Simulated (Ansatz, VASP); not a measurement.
# Ti (Titanium) in two plane-wave programs, part 2 of 2

Aim: how closely do two programs agree when they are given the same cell, functional and k mesh? The structure shown comes from an earlier run, which isn't shown and may have moved the atoms alone.

VASP 6.6.1 and Ansatz 0.2.0.

So far: The structure; Ansatz: elastic constants, PBEsol.

In doubt: too few empty bands were carried (step 2), so the values of those runs are not to be relied on.

### Step 3. VASP: elastic constants, PBEsol

Level of this step: PBEsol; plane waves and PAW (Ti_sv) (VASP).

The same cell, functional, mesh and smearing now go to VASP, with its own data sets.

Lines of VASP's logs that name or quote its potential files are left out, and so is its time.

INCAR reads:

```
SYSTEM = Ti
PREC = Accurate
ENCUT = 500
EDIFF = 1E-08
NELM = 120
ISMEAR = 1
SIGMA = 0.25
LREAL = .FALSE.
ALGO = Normal
GGA = PS
NBANDS = 18
LASPH = .TRUE.
LORBIT = 11
LWAVE = .FALSE.
LCHARG = .FALSE.
ISIF = 3
IBRION = 6
NFREE = 2
POTIM = 0.015
NSW = 1
GGA_COMPAT = .FALSE.
KPAR = 2
```

POSCAR reads:

```
Ti
1.0
    2.9005426731      0.0000000000      0.0000000000
   -1.4502713365      2.5119436396      0.0000000000
    0.0000000000      0.0000000000      4.5891197516
Ti
2
Direct
    0.3333333334      0.6666666668      0.2500000000
    0.6666666668      0.3333333334      0.7500000000
```

KPOINTS reads:

```
Automatic mesh
0
Gamma
15 15 8
0 0 0
```

Potentials, in the order of the species: Ti_sv (PBE family, release 64).

Launch:

```console
$ mpirun -np 2 vasp_std
```

Numbers of over 12 decimals in the logs are rounded to 6 here.

What it wrote:

```text
[banner, memory and clock lines left out]
running    2 mpi-ranks, on    1 nodes
 distrk:  each k-point on    1 cores,    2 groups
 distr:  one band on    1 cores,    1 groups

 POSCAR found type information on POSCAR Ti
 POSCAR found :  1 types and       2 ions
|                                                                             |
|               ----> ADVICE to this user running VASP <----                  |
|                                                                             |
|     You enforced a specific xc type in the INCAR file but a different       |
|     [... a line on the potential file left out ...]
|     I HOPE YOU KNOW WHAT YOU ARE DOING!                                     |
|                                                                             |

 LDA part: xc-table for (Slater+PW92), standard interpolation
 POSCAR, INCAR and KPOINTS ok, starting setup
 FFT: planning ... GRIDC
 FFT: planning ... GRID_SOFT
 FFT: planning ... GRID
 WAVECAR not read
 entering main loop
       N       E                     dE             d eps       ncg     rms          rms(c)
DAV:   1     0.251457874197E+03    0.25146E+03   -0.12929E+04  4860   0.164E+03
DAV:   2     0.106063643272E+02   -0.24085E+03   -0.23768E+03  4970   0.450E+02
DAV:   3    -0.177436435048E+02   -0.28350E+02   -0.27934E+02  9212   0.126E+02
DAV:   4    -0.188614375551E+02   -0.11178E+01   -0.11155E+01  5528   0.265E+01
DAV:   5    -0.189146621051E+02   -0.53225E-01   -0.53213E-01  7542   0.409E+00    0.129E+01
DAV:   6    -0.166812972968E+02    0.22334E+01   -0.79829E+00  5706   0.299E+01    0.321E+00
DAV:   7    -0.166559597759E+02    0.25338E-01   -0.88766E-01  7392   0.716E+00    0.210E+00
DAV:   8    -0.166848807532E+02   -0.28921E-01   -0.23719E-01  5682   0.591E+00    0.766E-01
DAV:   9    -0.166750759855E+02    0.98048E-02   -0.56632E-02  5776   0.251E+00    0.733E-02
DAV:  10    -0.166754569216E+02   -0.38094E-03   -0.29990E-03  7094   0.377E-01    0.988E-02
DAV:  11    -0.166755223832E+02   -0.65462E-04   -0.25676E-04  5714   0.124E-01    0.351E-02
DAV:  12    -0.166755149571E+02    0.74262E-05   -0.37763E-05  6142   0.531E-02    0.725E-03
DAV:  13    -0.166755150191E+02   -0.62092E-07   -0.14682E-06  5952   0.110E-02    0.623E-04
DAV:  14    -0.166755150910E+02   -0.71863E-07   -0.23960E-07  7448   0.316E-03    0.731E-04
DAV:  15    -0.166755150835E+02    0.75070E-08   -0.32710E-08  5140   0.145E-03
   1 F= -.16675515E+02 E0= -.16677737E+02  d E =0.666427E-02
[... from here on, the cycles between the ionic steps are left out ...]
   2 F= -.16669874E+02 E0= -.16672241E+02  d E =0.710045E-02
   9 F= -.16673951E+02 E0= -.16676160E+02  d E =0.662694E-02
  10 F= -.16674536E+02 E0= -.16676750E+02  d E =0.664202E-02
  11 F= -.16674536E+02 E0= -.16676750E+02  d E =0.664202E-02
  12 F= -.16674536E+02 E0= -.16676749E+02  d E =0.663997E-02
  13 F= -.16674536E+02 E0= -.16676749E+02  d E =0.663998E-02
  14 F= -.16675362E+02 E0= -.16677577E+02  d E =0.664287E-02
  15 F= -.16675362E+02 E0= -.16677577E+02  d E =0.664287E-02
  16 F= -.16675136E+02 E0= -.16677375E+02  d E =0.671512E-02
 Finite differences progress:
  Degree of freedom:   8/  8
  Displacement:        1/  2
  Total:              15/ 16
 bond charge predicted
       N       E                     dE             d eps       ncg     rms          rms(c)
DAV:   1    -0.166532079147E+02    0.21928E-01   -0.29433E+00  8524   0.407E+01    0.329E-01
DAV:   2    -0.166754373174E+02   -0.22229E-01   -0.23102E-01  6932   0.491E+00    0.192E-01
DAV:   3    -0.166751807131E+02    0.25660E-03   -0.57404E-03  9992   0.836E-01    0.622E-02
DAV:   4    -0.166751730135E+02    0.76996E-05   -0.44102E-04  7452   0.216E-01    0.261E-02
DAV:   5    -0.166751351871E+02    0.37826E-04   -0.16802E-04  9208   0.164E-01    0.321E-03
DAV:   6    -0.166751363833E+02   -0.11962E-05   -0.17935E-05  8384   0.439E-02    0.188E-03
DAV:   7    -0.166751363158E+02    0.67483E-07   -0.11743E-06  9094   0.132E-02    0.600E-04
DAV:   8    -0.166751363127E+02    0.31423E-08   -0.89269E-08  9002   0.399E-03
  17 F= -.16675136E+02 E0= -.16677375E+02  d E =0.671517E-02
 Finite differences progress:
  Degree of freedom:   8/  8
  Displacement:        2/  2
  Total:              16/ 16
```

OUTCAR, selected parts (step 3):

```text
ion  position               nearest neighbor table
   1  0.333  0.667  0.250-   2 2.84   2 2.84   2 2.84   2 2.84   2 2.84   2 2.84
   2  0.667  0.333  0.750-   1 2.84   1 2.84   1 2.84   1 2.84   1 2.84   1 2.84

  LATTYP: Found a hexagonal cell.
 ALAT       =     2.9005426731
 C/A-ratio  =     1.5821590195

 Subroutine GETGRP returns: Found 24 space group operations
 (whereof 12 operations were pure point group operations)

The static configuration has the point symmetry D_3d.
 The point group associated with its full space group is D_6h.

 Found    135 irreducible k-points:

   k-points           NKPTS =    135   k-points in BZ     NKDIM =    135   number of bands    NBANDS=     18

   dimension x,y,z NGX =    24 NGY =   24 NGZ =   36
   dimension x,y,z NGXF=    48 NGYF=   48 NGZF=   72

   ENCUT  =  500.0 eV  36.75 Ry    6.06 a.u.   5.29  5.29  8.37*2*pi/ulx,y,z

   NELECT =      24.0000    total number of electrons

 k-points in reciprocal lattice and weights: Automatic mesh
   0.00000000  0.00000000  0.00000000       0.001
   0.06666667  0.00000000  0.00000000       0.003
   0.13333333  0.00000000  0.00000000       0.003
   0.20000000  0.00000000  0.00000000       0.003
   0.26666667  0.00000000  0.00000000       0.003
   0.33333333 -0.00000000  0.00000000       0.003
   0.40000000  0.00000000  0.00000000       0.003
   0.46666667  0.00000000  0.00000000       0.003
   0.06666667  0.06666667  0.00000000       0.003
[...]
0.33333333  0.26666667  0.50000000       0.007
   0.33333333  0.33333333  0.50000000       0.001

 average (electrostatic) potential at core
       1 -71.8141       2 -71.8141

 E-fermi :   8.6252

 k-point     1 :       0.0000    0.0000    0.0000
  band No.  band energies     occupation
    ...
      6     -23.8783      2.00000
      7     -23.8418      2.00000
      8     -23.8418      2.00000
      9       2.3166      2.00000
     10       5.8261      2.00000
     11       9.4073     -0.00009
     12       9.4073     -0.00009
     13       9.4850     -0.00001
     14       9.5727     -0.00000
     15       9.9369     -0.00000
    ...

 k-point     2 :       0.0667    0.0000    0.0000
  band No.  band energies     occupation
    ...
      6     -23.8831      2.00000
      7     -23.8659      2.00000
      8     -23.8448      2.00000
      9       2.4465      2.00000
     10       5.9295      2.00000
     11       9.1474     -0.01188
     12       9.2528     -0.00221
     13       9.5004     -0.00001
     14       9.7391     -0.00000
     15       9.8722     -0.00000
    ...

 k-point     3 :       0.1333    0.0000    0.0000
  band No.  band energies     occupation
    ...
      7     -23.8973      2.00000
      8     -23.8535      2.00000
      9       2.8253      2.00000
     10       6.2130      2.00000
     11       8.6700      0.70196
     12       8.7837      0.13085
     13       9.6677     -0.00000
     14       9.7725     -0.00000
     15      10.0259     -0.00000
     16      10.0286     -0.00000
    ...

  Total       -0.0676531     -0.0676531     -0.0719141     -0.0000000     -0.0000000     -0.0000000
  in kB       -3.2417518     -3.2417518     -3.4459269     -0.0000000     -0.0000000     -0.0000000
  external PRESSURE =      -3.3098101 kB  Pullay stress =       0.0000000 kB

  energy-cutoff  :      500.00
  volume of cell :       33.44
      direct lattice vectors                 reciprocal lattice vectors
     2.900542673  0.000000000  0.000000000     0.344763071  0.199049052  0.000000000
    -1.450271336  2.511943640  0.000000000     0.000000000  0.398098104  0.000000000
     0.000000000  0.000000000  4.589119752     0.000000000  0.000000000  0.217906713

 POSITION                                       TOTAL-FORCE (eV/Angst)
 -----------------------------------------------------------------------------------
      0.00000      1.67463      1.13228         0.000000     -0.000000      0.050645
      1.45027      0.83731      3.44184        -0.000000      0.000000     -0.050645
 -----------------------------------------------------------------------------------
    total drift:                               -0.000001     -0.000001     -0.000610

  FREE ENERGIE OF THE ION-ELECTRON SYSTEM (eV)
  ---------------------------------------------------
  free  energy   TOTEN  =       -16.6751363127 eV

  energy  without entropy=      -16.6818514778  energy(sigma->0) =      -16.67737470

  SYMMETRIZED ELASTIC MODULI (kBar)
 Direction    XX          YY          ZZ          XY          YZ          ZX
 --------------------------------------------------------------------------------
 XX        2026.0087    696.4528    818.0037      0.0000     -0.0000      0.0000
 YY         696.4528   2026.0087    818.0037      0.0000      0.0000      0.0000
 ZZ         818.0037    818.0037   2000.7858      0.0000      0.0000      0.0000
 XY           0.0000      0.0000      0.0000    664.7780      0.0000      0.0000
 YZ          -0.0000     -0.0000      0.0000      0.0000    416.3032      0.0000
 ZX           0.0000      0.0000      0.0000     -0.0000      0.0000    416.3032
 --------------------------------------------------------------------------------

 Eigenvectors and eigenvalues of the dynamical matrix
 ----------------------------------------------------

   1 f  =    5.869387 THz    36.878448 2PiTHz  195.781688 cm-1    24.273825 meV
             X         Y         Z           dx          dy          dz
      0.000000  1.674629  1.147280     0.000000    0.000000    0.707107
      1.450271  0.837315  3.441840     0.000000    0.000000   -0.707107

   2 f  =    3.735489 THz    23.470769 2PiTHz  124.602497 cm-1    15.448734 meV
             X         Y         Z           dx          dy          dz
      0.000000  1.674629  1.147280     0.669801    0.226643   -0.000000
      1.450271  0.837315  3.441840    -0.669801   -0.226643    0.000000

   3 f  =    3.735489 THz    23.470769 2PiTHz  124.602497 cm-1    15.448734 meV
             X         Y         Z           dx          dy          dz
      0.000000  1.674629  1.147280     0.226643   -0.669801    0.000000
      1.450271  0.837315  3.441840    -0.226643    0.669801    0.000000

   4 f  =    0.000000 THz     0.000000 2PiTHz    0.000000 cm-1     0.000000 meV
             X         Y         Z           dx          dy          dz
      0.000000  1.674629  1.147280     0.000000    0.000000    0.707107
      1.450271  0.837315  3.441840     0.000000    0.000000    0.707107

   5 f/i=    0.000000 THz     0.000000 2PiTHz    0.000001 cm-1     0.000000 meV
             X         Y         Z           dx          dy          dz
      0.000000  1.674629  1.147280     0.546056    0.449247   -0.000000
      1.450271  0.837315  3.441840     0.546056    0.449247    0.000000

   6 f/i=    0.000000 THz     0.000000 2PiTHz    0.000002 cm-1     0.000000 meV
             X         Y         Z           dx          dy          dz
      0.000000  1.674629  1.147280    -0.449247    0.546056   -0.000000
      1.450271  0.837315  3.441840    -0.449247    0.546056    0.000000

 ELASTIC MODULI CONTR FROM IONIC RELAXATION (kBar)
 Direction    XX          YY          ZZ          XY          YZ          ZX
 --------------------------------------------------------------------------------
 XX        -279.0644    279.0644     -0.0000     -0.0000      0.0000      0.0000
 YY         279.0644   -279.0644      0.0000     -0.0000      0.0000      0.0000
 ZZ          -0.0000      0.0000     -0.0000      0.0000      0.0000      0.0000
 XY          -0.0000     -0.0000      0.0000   -279.0644      0.0000      0.0000
 YZ           0.0000      0.0000      0.0000      0.0000      0.0000      0.0000
 ZX           0.0000      0.0000      0.0000      0.0000      0.0000      0.0000
 --------------------------------------------------------------------------------

 TOTAL ELASTIC MODULI (kBar)
 Direction    XX          YY          ZZ          XY          YZ          ZX
 --------------------------------------------------------------------------------
 XX        1746.9443    975.5173    818.0037      0.0000     -0.0000      0.0000
 YY         975.5173   1746.9443    818.0037      0.0000      0.0000      0.0000
 ZZ         818.0037    818.0037   2000.7858      0.0000      0.0000      0.0000
 XY           0.0000      0.0000      0.0000    385.7135      0.0000      0.0000
 YZ          -0.0000     -0.0000      0.0000      0.0000    416.3032      0.0000
 ZX           0.0000      0.0000      0.0000     -0.0000      0.0000    416.3032
 --------------------------------------------------------------------------------

 total charge
# of ion       s       p       d       tot
------------------------------------------
    1        2.259   6.129   1.911  10.299
    2        2.259   6.129   1.911  10.299
--------------------------------------------------
tot          4.519  12.259   3.821  20.598

[... 3 further parts left out ...]
```

CONTCAR:

```
Ti
   1.00000000000000
     2.9005426730999999    0.0000000000000000    0.0000000000000000
    -1.4502713365000000    2.5119436396000001    0.0000000000000000
     0.0000000000000000    0.0000000000000000    4.5891197516000002
  Ti
     2
Direct
     0.3333333333999988    0.6666666667999976    0.2467313993070741
     0.6666666667999976    0.3333333333999988    0.7500000000000000
```

The last energy, forces, stress and levels in OUTCAR belong to the last displaced cell, not to the cell of POSCAR.

Levels, forces or a CONTCAR printed for this step are those of its last displaced cell, not of the structure at rest.

### Step 4. Side by side

Known differences besides the potentials themselves: the cutoff is 420 eV in Ansatz and 500 eV in VASP; Ansatz makes its cores anew for this functional, VASP keeps those of its PBE data sets; VASP takes each elastic constant from one size of strain, Ansatz from those that its log lists. Total energies have different zeros and are not compared.

The two programs side by side:

```tsv
quantity	Ansatz	VASP	difference
C11 (GPa)	174.9	174.7	+0.13 %
C22 (GPa)	174.9	174.7	+0.13 %
C33 (GPa)	199.5	200.1	-0.30 %
C12 (GPa)	98.5	97.5	+1.02 %
C13 (GPa)	82.6	81.8	+0.98 %
C23 (GPa)	82.6	81.8	+0.98 %
C44 (GPa)	41.2	41.6	-1.10 %
C55 (GPa)	41.2	41.6	-1.10 %
C66 (GPa)	38.2	38.6	-1.01 %
```

### Step 5. Results

| Quantity | Value |
| --- | --- |
| difference in C44 (elastic constants, PBEsol) | -1.1 % |

In words: The difference in C44 is -1.1 % (elastic constants, PBEsol), within the 5 % picked in this series as the mark of a large difference. Such differences can come from data sets, numerical settings and the points named under the comparisons, not from the functional's error against experiment.

[Lines on the potential files, build, host, timing and source positions are cut from VASP's logs without a mark.]

[Logs are printed without paths, hosts, clocks, repeated set-up lines and the standing remarks that a program may print on its own settings, such as how far it seeks lower states.]

[Hosts, paths, dates, database ids (printed as entryN), source tags and the programs' standing remarks are cut or masked in the printed files.]
